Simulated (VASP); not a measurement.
Level of theory: vdW-DF2, VASP's PBE PAW potentials (set 64) (plane waves; VASP).

Input for VASP

POSCAR:
```
CuZn
1
    2.9500000000     0.0000000000     0.0000000000
    0.0000000000     2.9500000000     0.0000000000
    0.0000000000     0.0000000000     2.9500000000
Zn Cu
1 1
Direct
  0.5000000000   0.5000000000   0.5000000000
  0.0000000000   0.0000000000   0.0000000000
```

File KPOINTS:
```
Automatic mesh
0
Gamma
11 11 11
0 0 0
```

### INCAR
```
IBRION = 2
LMAXMIX = 4   # l cut-off of mixed one-centre charges
ZAB_VDW = -1.8867
ALGO = Normal
AGGAC = 0.0
PREC = Accurate
ISMEAR = 1
LUSE_VDW = T
ISIF = 3   # ions, shape and volume
NELM = 100   # most electronic steps
LWAVE = F
GGA = ML
LREAL = F   # projection in real space or not
ENCUT = 520   # plane-wave cut-off (eV)
SYSTEM = CuZn
NSW = 60   # most ionic steps
LASPH = T   # aspherical one-centre terms
EDIFF = 1E-6   # SCF stop (eV)
SIGMA = 0.1   # width (eV)
EDIFFG = -0.01   # ionic stop
LCHARG = F
```

POTCAR, in this order: Zn Cu (PBE.64 set). Program: vasp_std.

Energy and stress use the plane-wave basis of the starting cell.

Problem. Estimate the energy per atom (σ→0), volume per atom, band gap (on the k-mesh).

Solution. 
```
Item                                                        Result
------------------------  ----------------------------------------
energy per atom (σ→0)                         94.5 kJ/mol of atoms
band gap (on the k-mesh)  none (metal, semimetal or under 0.01 eV)
volume per atom                                      14.46 Å³/atom
```

### OSZICAR
```
...
DAV:   1     0.165461272095E+01   -0.30926E+00   -0.41075E+00  1680   0.461E+01    0.442E+00
DAV:   2     0.179943958470E+01    0.14483E+00   -0.32025E+00  1680   0.445E+01    0.241E+00
DAV:   3     0.194698227679E+01    0.14754E+00   -0.78627E-01  1680   0.262E+01    0.928E-01
DAV:   4     0.195587891727E+01    0.88966E-02   -0.27875E-02  2320   0.338E+00    0.430E-01
DAV:   5     0.195948209102E+01    0.36032E-02   -0.21735E-03  2890   0.920E-01    0.291E-02
DAV:   6     0.195947701825E+01   -0.50728E-05   -0.11264E-04  2251   0.114E-01    0.147E-02
DAV:   7     0.195947800520E+01    0.98695E-06   -0.69652E-06  2357   0.444E-02
   3 F= 0.19594780E+01 E0= 0.19594791E+01  d E =-.114782E+00
```

The compound is CuZn in the CsCl type structure. This run relaxes it. Symmetry was kept, so distortions that lower it aren't found. The electron count is odd and the run is not spin-polarised, which forces a metal.
